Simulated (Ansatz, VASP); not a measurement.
# SbP: VASP beside Ansatz, part 2 of 2

One calculation is typed for both programs; each brings its own data sets. How far apart do they land? The cell is generated by rule, not measured, and may not be a known phase. The cell is taken from a series of runs on this material, whose earlier steps may have relaxed, scaled, displaced or heated it; both programs get it as it stands.

VASP 6.6.1 and Ansatz 0.2.0.

So far: Starting point; Ansatz: relaxation of cell and atoms, LDA.

## (3) VASP: relaxation of cell and atoms, LDA

Level of this step: LDA; plane waves and PAW (Sb, P); invented cell (VASP).

The same cell, functional (in two slightly different forms), mesh and smearing now go to VASP, with its own data sets.

Lines of VASP's logs that name or quote its potential files are left out, and so is its time.

Input file INCAR:

```
SYSTEM = SbP
PREC = Accurate
ENCUT = 500
EDIFF = 1E-07
NELM = 120
ISMEAR = 1
SIGMA = 0.15
LREAL = .FALSE.
ALGO = Normal
GGA = CA
NBANDS = 28
LORBIT = 11
LWAVE = .FALSE.
LCHARG = .FALSE.
ISIF = 3
IBRION = 2
NSW = 80
EDIFFG = -0.005
LASPH = .TRUE.
GGA_COMPAT = .FALSE.
NELMIN = 4
KPAR = 2
```

Input file POSCAR:

```
SbP
1.0
    3.6676880000      0.0000000000      0.0000000000
    0.0000000000      7.4944920000      0.0000000000
    0.0000000000      0.0000000000      7.3859890000
Sb P
4 4
Direct
    0.0000000000      0.7182083856      0.0218628812
    0.0000000000      0.2817914810      0.0218628812
    0.5000000000      0.0000000000      0.5917240061
    0.5000000000      0.5000000000      0.4128296156
    0.5000000000      0.8370876905      0.2413741748
    0.5000000000      0.1629121760      0.2413741748
    0.0000000000      0.0000000000      0.8278810055
    0.0000000000      0.5000000000      0.6410913962
```

Input file KPOINTS:

```
Automatic mesh
0
Gamma
8 4 4
0 0 0
```

Potentials, in the order of the species: Sb and P (LDA family, release 64).

Launch:

```console
$ mpirun -np 2 vasp_std
```

Numbers of over 12 decimals in the logs are rounded to 6 here.

What it wrote:

```text
[banner, memory and clock lines left out]
running    2 mpi-ranks, on    1 nodes
 distrk:  each k-point on    1 cores,    2 groups
 distr:  one band on    1 cores,    1 groups

 POSCAR found type information on POSCAR SbP
 POSCAR found :  2 types and       8 ions
 LDA part: xc-table for (Slater(with rela. corr.)+CA(PZ))
 , standard interpolation
 POSCAR, INCAR and KPOINTS ok, starting setup
 FFT: planning ... GRIDC
 FFT: planning ... GRID_SOFT
 FFT: planning ... GRID
 WAVECAR not read
 entering main loop
       N       E                     dE             d eps       ncg     rms          rms(c)
DAV:   1     0.202260750823E+03    0.20226E+03   -0.14089E+04  2520   0.113E+03
DAV:   2    -0.216592848636E+02   -0.22392E+03   -0.21786E+03  3048   0.190E+02
DAV:   3    -0.410071298408E+02   -0.19348E+02   -0.18981E+02  3152   0.617E+01
DAV:   4    -0.414447685839E+02   -0.43764E+00   -0.43418E+00  3228   0.100E+01
DAV:   5    -0.414533403402E+02   -0.85718E-02   -0.85480E-02  3304   0.149E+00    0.972E+00
DAV:   6    -0.407134058026E+02    0.73993E+00   -0.20136E+00  3124   0.523E+00    0.593E+00
DAV:   7    -0.406698547915E+02    0.43551E-01   -0.46477E-01  2964   0.263E+00    0.217E+00
DAV:   8    -0.406552801254E+02    0.14575E-01   -0.35656E-02  3204   0.826E-01    0.604E-01
DAV:   9    -0.406541867655E+02    0.10934E-02   -0.66349E-03  3116   0.379E-01    0.154E-01
DAV:  10    -0.406541840578E+02    0.27077E-05   -0.64655E-04  3232   0.112E-01    0.886E-02
DAV:  11    -0.406541772763E+02    0.67815E-05   -0.11407E-04  3004   0.447E-02    0.331E-02
DAV:  12    -0.406541763032E+02    0.97306E-06   -0.17560E-05  3220   0.192E-02    0.173E-02
DAV:  13    -0.406541764304E+02   -0.12714E-06   -0.20319E-06  3276   0.714E-03    0.559E-03
DAV:  14    -0.406541764264E+02    0.39740E-08   -0.56320E-07  2820   0.328E-03
   1 F= -.40654176E+02 E0= -.40651646E+02  d E =-.406542E+02
[... from here on, the cycles between the ionic steps are left out ...]
   2 F= -.40655850E+02 E0= -.40653345E+02  d E =-.167385E-02
   3 F= -.40656137E+02 E0= -.40653623E+02  d E =-.196035E-02
   4 F= -.40657066E+02 E0= -.40654620E+02  d E =-.929489E-03
  20 F= -.40660064E+02 E0= -.40657195E+02  d E =-.906863E-04
  21 F= -.40660102E+02 E0= -.40657215E+02  d E =-.384112E-04
  22 F= -.40660111E+02 E0= -.40657208E+02  d E =-.475101E-04
  23 F= -.40660118E+02 E0= -.40657212E+02  d E =-.631233E-05
  24 F= -.40660123E+02 E0= -.40657211E+02  d E =-.121287E-04
  25 F= -.40660129E+02 E0= -.40657214E+02  d E =-.538796E-05
  26 F= -.40660135E+02 E0= -.40657213E+02  d E =-.113464E-04
  27 F= -.40660138E+02 E0= -.40657216E+02  d E =-.276124E-05
  28 F= -.40660144E+02 E0= -.40657222E+02  d E =-.890678E-05
  29 F= -.40660146E+02 E0= -.40657225E+02  d E =-.116193E-04
  30 F= -.40660147E+02 E0= -.40657226E+02  d E =-.121411E-04
  31 F= -.40660150E+02 E0= -.40657232E+02  d E =-.267162E-05
 ZBRENT: can't locate minimum, use default step
 trial-energy change:   -0.000003  1 .order   -0.000003   -0.000003   -0.000002
 step:   1.4933(harm=  2.7747)  dis= 0.00096  next Energy=   -40.660158 (dE=-0.106E-04)
 bond charge predicted
       N       E                     dE             d eps       ncg     rms          rms(c)
DAV:   1    -0.406601543071E+02   -0.46583E-05   -0.54817E-04  2548   0.999E-02    0.134E-02
DAV:   2    -0.406601560399E+02   -0.17329E-05   -0.42775E-05  3312   0.291E-02    0.490E-03
DAV:   3    -0.406601555000E+02    0.53989E-06   -0.18874E-06  3072   0.651E-03    0.298E-03
DAV:   4    -0.406601552873E+02    0.21273E-06   -0.58167E-07  2968   0.308E-03    0.106E-03
DAV:   5    -0.406601552659E+02    0.21393E-07   -0.75019E-08  1548   0.132E-03
  32 F= -.40660155E+02 E0= -.40657249E+02  d E =-.831438E-05
 curvature:  -3.11 expect dE=-0.874E-05 dE for cont linesearch -0.155E-05
 trial: gam=-0.09926 g(F)=  0.160E-05 g(S)=  0.121E-05 ort = 0.345E-05 (trialstep = 0.597E+00)
 search vector abs. value=  0.236E-05
 reached required accuracy - stopping structural energy minimisation
```

Parts of OUTCAR (step 3):

```text
ion  position               nearest neighbor table
   1  0.000  0.718  0.022-   7 2.55   5 2.60   5 2.60   8 3.25   2 3.27
   2  0.000  0.282  0.022-   7 2.55   6 2.60   6 2.60   8 3.25   1 3.27
   3  0.500  0.000  0.592-   7 2.53   7 2.53   6 2.86   5 2.86
   4  0.500  0.500  0.413-   8 2.49   8 2.49   5 2.83   6 2.83
   5  0.500  0.837  0.241-   6 2.44   1 2.60   1 2.60   4 2.83   3 2.86
   6  0.500  0.163  0.241-   5 2.44   2 2.60   2 2.60   4 2.83   3 2.86
   7  0.000  0.000  0.828-   3 2.53   3 2.53   2 2.55   1 2.55
   8  0.000  0.500  0.641-   4 2.49   4 2.49   1 3.25   2 3.25

  LATTYP: Found a simple orthorhombic cell.
 ALAT       =     3.6676880000
 B/A-ratio  =     2.0137997016
 C/A-ratio  =     2.0433831885

 Subroutine GETGRP returns: Found  4 space group operations
 (whereof  4 operations were pure point group operations)

The static configuration has the point symmetry C_2v.

 Found     45 irreducible k-points:

   k-points           NKPTS =     45   k-points in BZ     NKDIM =     45   number of bands    NBANDS=     28

   dimension x,y,z NGX =    28 NGY =   56 NGZ =   54
   dimension x,y,z NGXF=    56 NGYF=  112 NGZF=  108

   ENCUT  =  500.0 eV  36.75 Ry    6.06 a.u.   6.69 13.66 13.47*2*pi/ulx,y,z

   NELECT =      40.0000    total number of electrons

 k-points in reciprocal lattice and weights: Automatic mesh
   0.00000000  0.00000000  0.00000000       0.008
   0.12500000  0.00000000  0.00000000       0.016
   0.25000000  0.00000000  0.00000000       0.016
   0.37500000  0.00000000  0.00000000       0.016
   0.50000000  0.00000000  0.00000000       0.008
   0.00000000  0.25000000  0.00000000       0.016
   0.12500000  0.25000000  0.00000000       0.031
   0.25000000  0.25000000  0.00000000       0.031
   0.37500000  0.25000000  0.00000000       0.031
[...]
0.37500000  0.50000000  0.50000000       0.016
   0.50000000  0.50000000  0.50000000       0.008

 average (electrostatic) potential at core
       1 -87.7302       2 -87.7302       3 -87.4643       4 -87.6175       5 -83.9290
       6 -83.9290       7 -84.0355       8 -83.3174

 E-fermi :   6.3729

 k-point     1 :       0.0000    0.0000    0.0000
  band No.  band energies     occupation
    ...
     16       4.7751      2.00000
     17       5.0756      2.00000
     18       5.5710      2.00000
     19       5.9106      2.00012
     20       6.3896      0.81278
     21       6.5715     -0.06829
     22       6.9126     -0.00000
     23       7.8474     -0.00000
     24       8.0066     -0.00000
     25       8.1833     -0.00000
    ...

 k-point     2 :       0.1250    0.0000    0.0000
  band No.  band energies     occupation
    ...
     15       3.8518      2.00000
     16       4.3278      2.00000
     17       4.4027      2.00000
     18       5.7695      2.00000
     19       5.9267      2.00021
     20       6.5776     -0.06599
     21       6.7328     -0.00359
     22       6.9076     -0.00001
     23       7.0819     -0.00000
     24       8.5982     -0.00000
    ...

 k-point     3 :       0.2500    0.0000    0.0000
  band No.  band energies     occupation
    ...
     16       4.3248      2.00000
     17       4.3312      2.00000
     18       5.6291      2.00000
     19       5.6970      2.00000
     20       6.0668      2.01398
     21       6.4652      0.14675
     22       6.6938     -0.00994
     23       7.0016     -0.00000
     24       8.2672     -0.00000
     25       8.5617     -0.00000
    ...

  Total       -0.0121284     -0.0073061      0.0001188      0.0000000      0.0000000      0.0000000
  in kB       -0.0950205     -0.0572395      0.0009310      0.0000000      0.0000000      0.0000000
  external PRESSURE =      -0.0504430 kB  Pullay stress =       0.0000000 kB

  energy-cutoff  :      500.00
  volume of cell :      204.50
      direct lattice vectors                 reciprocal lattice vectors
     3.656516164  0.000000000  0.000000000     0.273484365  0.000000000  0.000000000
     0.000000000  7.454236707  0.000000000     0.000000000  0.134151898  0.000000000
     0.000000000  0.000000000  7.502858766     0.000000000  0.000000000  0.133282530

 POSITION                                       TOTAL-FORCE (eV/Angst)
 -----------------------------------------------------------------------------------
      0.00000      5.36381      0.17577         0.000000     -0.000545      0.002326
      0.00000      2.09043      0.17577         0.000000      0.000545      0.002326
      1.82826      0.00000      4.44653         0.000000      0.000000     -0.003817
      1.82826      3.72712      3.12485         0.000000      0.000000      0.001112
      1.82826      6.27850      1.78443        -0.000000      0.000905      0.000001
      1.82826      1.17574      1.78443        -0.000000     -0.000905      0.000001
      0.00000      0.00000      6.20284         0.000000      0.000000     -0.002067
      0.00000      3.72712      4.81397         0.000000      0.000000      0.000118
 -----------------------------------------------------------------------------------
    total drift:                               -0.000000      0.000390     -0.000714

  FREE ENERGIE OF THE ION-ELECTRON SYSTEM (eV)
  ---------------------------------------------------
  free  energy   TOTEN  =       -40.6601552659 eV

  energy  without entropy=      -40.6514378651  energy(sigma->0) =      -40.65724947

 reached required accuracy - stopping structural energy minimisation

 total charge
# of ion       s       p       d       tot
------------------------------------------
    1        1.237   1.126   0.058   2.420
    2        1.237   1.126   0.058   2.420
    3        1.245   1.120   0.051   2.415
    4        1.210   1.148   0.061   2.419
    5        1.117   1.319   0.000   2.436
    6        1.117   1.319   0.000   2.436
    7        1.086   1.395   0.000   2.481
    8        1.107   1.335   0.000   2.442
--------------------------------------------------
tot          9.357   9.886   0.228  19.471

[... 3 further parts left out ...]
```

The run keeps the 4 symmetry operations of its start, so it cannot find a distortion of lower symmetry.

## (4) Side by side

Known differences besides the potentials themselves: the two LDA forms differ slightly; the data sets hold 80 valence electrons in Ansatz (on its default PAW (the set named soft_2) files) and 40 in VASP; the cutoff is 420 eV in Ansatz and 500 eV in VASP; VASP's log shows a relativistic correction to its local exchange, Ansatz's none; Ansatz adds a Pulay correction to the stress that steers its cell, VASP none. Total energies have different zeros and are not compared.

Both answers:

| quantity | Ansatz | VASP | difference |
| --- | --- | --- | --- |
| volume (Å³) | 212.63 | 204.50 | +3.98 % |
| edge a after relaxation, in the typed setting (Å) | 3.680 | 3.656 | +0.64 % |
| edge b after relaxation, in the typed setting (Å) | 7.189 | 7.454 | -3.56 % |
| edge c after relaxation, in the typed setting (Å) | 8.038 | 7.503 | +7.13 % |

## (5) Summary of results

- difference in edge c after relaxation, in the typed setting (relaxation of cell and atoms, LDA): 7.1 %

What this shows: The difference in edge c after relaxation, in the typed setting is 7.1 % (relaxation of cell and atoms, LDA), beyond the 1.2 % picked in this series as the mark of a large difference, as far as the stopping tolerances let one tell. The data sets hold unlike numbers of valence electrons (80 in Ansatz and 40 in VASP), so part of the differences comes from the potentials. What causes the difference of the relaxation of cell and atoms, LDA pair stays open here. How closely two codes agree says nothing of how well the functional describes the real material.

[Lines on the potential files, build, host, timing and source positions are cut from VASP's logs without a mark.]

[Logs are printed without paths, hosts, clocks, repeated set-up lines and the standing remarks that a program may print on its own settings, such as how far it seeks lower states.]

[Hosts, paths, dates, database ids (printed as entryN), source tags and the programs' standing remarks are cut or masked in the printed files.]
